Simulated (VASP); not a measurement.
Given:

```xyz
2
Lattice="0.0000 2.6344 2.6344 2.6344 0.0000 2.6344 2.6344 2.6344 0.0000" Properties=species:S:1:pos:R:3 pbc="T T T"
Be     0.0000     0.0000     0.0000
Se     1.3172     1.3172     1.3172
```

Computed with vdW-DF2, VASP's PBE PAW potentials (set 64) (plane waves; VASP). Numerical set-up: 520 eV cut-off, Gaussian smearing of 0.050 eV, potentials Be Se.

Task: Give the energies of bands 2 to 7 at the high-symmetry points, in eV from the valence-band maximum.

Result: 
```tsv
band	Γ	X	U	L	W
2	0.00	-4.60	-4.22	-5.12	-4.02
3	0.00	-2.35	-3.53	-0.95	-3.34
4	0.00	-2.35	-1.95	-0.95	-2.87
5	3.99	3.02	4.03	4.23	6.29
6	5.14	4.41	6.83	6.12	6.99
7	5.14	11.13	9.42	6.12	7.46
```

The gap is indirect, 3.02 eV, from the valence maximum at Γ to the conduction minimum at X.

Measured: gap 4.00 eV (computed value off by -0.98 eV), as given by Das et al., (2018), arXiv:1807.05623.

The compound is BeSe in the zinc blende structure. It was relaxed first, which changed the volume by +8 %.
